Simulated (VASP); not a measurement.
Given:

```
CELL_PARAMETERS angstrom
      2.47641    -4.28927     0.00000
      2.47641     4.28927     0.00000
      0.00000     0.00000     5.44443
ATOMIC_POSITIONS crystal
  Si 0.00000 0.46992 0.33333
  Si 0.53008 0.53008 0.00000
  Si 0.46992 0.00000 0.66667
  O  0.26724 0.41258 0.21453
  O  0.58742 0.85466 0.88120
  O  0.73276 0.14534 0.45213
  O  0.85466 0.58742 0.11880
  O  0.41258 0.26724 0.78547
  O  0.14534 0.73276 0.54787
```

Calculation: PBEsol GGA, VASP's PBE PAW potentials (set 64) (plane waves; VASP). Run with 520 eV cut-off, Gaussian smearing of 0.050 eV, potentials Si O.

Q: Give the energies of bands 13 to 26 at the high-symmetry points, in eV from the valence-band maximum.

A: 
| band | Γ | M | K | A | L | H |
|---|---|---|---|---|---|---|
| 13 | -2.90 | -3.06 | -2.92 | -2.70 | -3.18 | -3.25 |
| 14 | -2.90 | -2.89 | -2.92 | -2.70 | -3.16 | -2.79 |
| 15 | -2.67 | -2.64 | -2.83 | -2.59 | -2.41 | -2.79 |
| 16 | -2.43 | -2.25 | -2.04 | -1.99 | -2.08 | -1.92 |
| 17 | -1.47 | -2.08 | -2.04 | -1.99 | -2.06 | -1.92 |
| 18 | -1.47 | -1.74 | -1.89 | -1.81 | -1.53 | -1.91 |
| 19 | -1.44 | -1.65 | -1.69 | -1.81 | -1.26 | -0.96 |
| 20 | -1.00 | -1.09 | -1.21 | -1.51 | -1.13 | -0.92 |
| 21 | -1.00 | -1.02 | -1.21 | -1.21 | -0.87 | -0.92 |
| 22 | -0.69 | -0.76 | -0.43 | -0.22 | -0.84 | -0.76 |
| 23 | -0.31 | -0.27 | -0.43 | -0.22 | -0.59 | -0.58 |
| 24 | -0.31 | -0.04 | 0.00 | -0.09 | -0.19 | -0.58 |
| 25 | 5.70 | 7.93 | 8.59 | 7.65 | 8.51 | 8.58 |
| 26 | 9.03 | 8.70 | 8.59 | 7.65 | 9.04 | 9.48 |

The gap is indirect, 5.70 eV, from the valence maximum at K to the conduction minimum at Γ.

Measured: gap 9.70 eV (computed value off by -4.00 eV), as given by Wei Chen et al., Physical Review Materials (2018), doi:10.1103/physrevmaterials.2.073803 [computed exciton binding energy of 1.2 eV added to the absorption spectrum's value].

The compound is SiO2 in the quartz structure. It was relaxed first.
